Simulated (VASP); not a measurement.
OSZICAR of a VASP run on Zr:

File OSZICAR:
```
       N       E                     dE             d eps       ncg     rms          rms(c)
DAV:   1     0.996822312213E+03    0.99682E+03   -0.62054E+04  4272   0.101E+03
DAV:   2     0.258436175144E+02   -0.97098E+03   -0.94537E+03  3494   0.348E+02
DAV:   3    -0.858044041444E+02   -0.11165E+03   -0.10869E+03  4960   0.708E+01
DAV:   4    -0.104137307574E+03   -0.18333E+02   -0.18105E+02  5248   0.295E+01
DAV:   5    -0.106511566722E+03   -0.23743E+01   -0.23656E+01  4760   0.841E+00    0.341E+01
DAV:   6    -0.111563646469E+03   -0.50521E+01   -0.16453E+02  4278   0.291E+01    0.208E+01
DAV:   7    -0.106498424870E+03    0.50652E+01   -0.25034E+02  4148   0.273E+01    0.160E+01
DAV:   8    -0.133478390185E+03   -0.26980E+02   -0.17507E+02  4418   0.287E+01    0.221E+01
DAV:   9    -0.954517176485E+02    0.38027E+02   -0.52346E+01  4424   0.148E+01    0.820E+00
DAV:  10    -0.947919468915E+02    0.65977E+00   -0.16849E+01  4544   0.655E+00    0.564E+00
DAV:  11    -0.947888705777E+02    0.30763E-02   -0.17603E+00  4376   0.248E+00    0.515E+00
DAV:  12    -0.947995867247E+02   -0.10716E-01   -0.14498E-01  4552   0.734E-01    0.503E+00
DAV:  13    -0.947234561531E+02    0.76131E-01   -0.13329E-01  4176   0.146E+00    0.406E+00
DAV:  14    -0.945197761842E+02    0.20368E+00   -0.79568E-01  4080   0.326E+00    0.271E+00
DAV:  15    -0.943581524482E+02    0.16162E+00   -0.78944E-01  4224   0.240E+00    0.225E+00
DAV:  16    -0.943349597355E+02    0.23193E-01   -0.88949E-02  4096   0.760E-01    0.177E+00
DAV:  17    -0.943329782670E+02    0.19815E-02   -0.26674E-02  4416   0.475E-01    0.150E+00
DAV:  18    -0.943168199504E+02    0.16158E-01   -0.62057E-02  4328   0.653E-01    0.701E-01
DAV:  19    -0.943174466589E+02   -0.62671E-03   -0.21734E-02  4456   0.507E-01    0.288E-01
DAV:  20    -0.943184113194E+02   -0.96466E-03   -0.49559E-03  4600   0.230E-01    0.200E-01
DAV:  21    -0.943188003054E+02   -0.38899E-03   -0.26369E-03  4216   0.185E-01    0.106E-01
DAV:  22    -0.943188247322E+02   -0.24427E-04   -0.80959E-04  4296   0.803E-02    0.729E-02
DAV:  23    -0.943188612946E+02   -0.36562E-04   -0.45878E-04  4184   0.561E-02    0.670E-02
DAV:  24    -0.943188348692E+02    0.26425E-04   -0.22887E-04  3968   0.453E-02    0.282E-02
DAV:  25    -0.943188431258E+02   -0.82566E-05   -0.97998E-05  4304   0.268E-02    0.118E-02
DAV:  26    -0.943188567122E+02   -0.13586E-04   -0.56688E-05  3808   0.189E-02    0.163E-02
DAV:  27    -0.943189264012E+02   -0.69689E-04   -0.36894E-05  2928   0.163E-02    0.749E-03
DAV:  28    -0.943189917119E+02   -0.65311E-04   -0.11864E-05  2904   0.910E-03    0.511E-03
DAV:  29    -0.943190532534E+02   -0.61542E-04   -0.92811E-06  2872   0.711E-03    0.651E-03
DAV:  30    -0.943191097972E+02   -0.56544E-04   -0.42206E-06  2584   0.651E-03    0.197E-03
DAV:  31    -0.943191265149E+02   -0.16718E-04   -0.94752E-07  2264   0.260E-03    0.147E-03
DAV:  32    -0.943191346101E+02   -0.80952E-05   -0.63921E-07  2200   0.210E-03    0.789E-04
DAV:  33    -0.943191366065E+02   -0.19964E-05   -0.24667E-07  2056   0.124E-03    0.852E-04
DAV:  34    -0.943191374046E+02   -0.79817E-06   -0.12048E-07  1992   0.807E-04
   1 F= -.94319137E+02 E0= -.94321551E+02  d E =0.724026E-02
```

Which electronic solver shows in the log?

It is blocked Davidson (ALGO = Normal, or the opening steps of other solvers). The INCAR had ALGO = Normal.

Can the final energy be trusted as converged?

The run converged. It stopped with EDIFF = 1E-6, NELM = 100 (PBE GGA, plane waves, VASP's PBE PAW potentials (set 64)).  The cell holds a wide vacuum, so values per volume refer to the whole cell.

The cell is a sheet with vacuum, built from a generated structure.
